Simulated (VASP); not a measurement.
Consider the following.

```yaml
crystal:
  lattice:
    - [0.00000, 2.18399, 2.18399]
    - [2.18399, 0.00000, 2.18399]
    - [2.18399, 2.18399, 0.00000]
  atoms:
    - { symbol: Al, position: [0.00000, 0.00000, 0.00000] }
    - { symbol: N, position: [0.75000, 0.75000, 0.75000] }
```

Computed with PBE GGA, VASP's PBE PAW potentials (set 64) (plane waves; VASP). Settings: 400 eV cut-off, 9×9×9 Γ-centred mesh, Gaussian smearing of 0.010 eV, potentials Al N.

At this cut-off the stress carries a Pulay error, which pulls relaxed volumes low.

### Question
Estimate the energy per atom (σ→0), pressure.

### Answer

```yaml
energy per atom (σ→0): -7.420 eV/atom
pressure: 1.07 GPa
```

The structure comes from a computed database's AlN entry; how it stands against other phases isn't given here. The cell was not relaxed at this level.
